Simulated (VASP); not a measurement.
Runs of VASP 6.6.1 on Mo. It takes space group Im-3m (No. 229, cubic). The conventional cell has a = 3.168 Å, b = 3.168 Å, c = 3.168 Å, α = 90.00°, β = 90.00°, γ = 90.00°. Mo (site symmetry m-3m) is surrounded by 8 Mo at 2.74 Å. 

| task | level | potentials or basis | cell | k mesh | cutoff (eV) | mesh quality | gap on the mesh (eV) | pressure (GPa) | relaxed volume (Å³/atom) |
| --- | --- | --- | --- | --- | --- | --- | --- | --- | --- |
| relaxation of cell and atoms | PBEsol | VASP PAW PBE potentials, release 64 (Mo_sv) | relaxed | 18 × 18 × 18 | 480 | not flagged | none | 0.0 | 15.36 |
| single point | PBEsol | VASP PAW PBE potentials, release 64 (Mo_sv) | as given | 18 × 18 × 18 | 520 | not flagged | none | -9.0 | - |
| relaxation of cell and atoms | PBEsol | VASP PAW PBE potentials, release 64 (Mo_sv) | relaxed | 6 × 6 × 6 | 600 | coarse | none | 0.0 | (a) |
| relaxation of cell and atoms | RPBE | VASP PAW PBE potentials, release 64 (Mo_sv) | relaxed | 18 × 18 × 18 | 600 | not flagged | none | 0.0 | 16.02 |
| relaxation of cell and atoms | LDA | VASP PAW LDA potentials, release 64 (Mo_sv) | relaxed | 18 × 18 × 18 | 600 | not flagged | none | 0.0 | (c) |
| relaxation of cell and atoms | PBEsol | VASP PAW PBE potentials, release 64 (Mo_sv) | relaxed | 18 × 18 × 18 | 600 | not flagged | none | 0.0 | (b) |
| relaxation of cell and atoms | PBEsol | VASP PAW PBE potentials, release 64 (Mo) | relaxed | 18 × 18 × 18 | 580 | not flagged | none | 0.0 | 15.20 |
| relaxation of cell and atoms | PBEsol | VASP PAW PBE potentials, release 64 (Mo_sv) | relaxed | 18 × 18 × 18 | 300 | not flagged | none | 0.0 | 15.32 |

Alike in all rows: no spin polarisation; smearing gaussian 0.1 eV.

Task: Estimate the missing entries.

Result: (a) 15.34; (b) 15.35; (c) 15.12.

Caveats: some runs use coarse meshes; the PAW data sets were made with another functional, which shifts forces and pressure a little (some runs); the cutoff is under 1.25 times the usual one of these potentials, so pressure, stress and relaxed cells hold a basis-set (Pulay) error (some runs).

A k mesh can miss the band edges, and the runs leave out spin-orbit coupling on Mo.

A gap of «none» marks a metal or a gap under the smearing width.

The runs don't all hold the same shells in valence.

Runs at the PBE level aren't shown here.
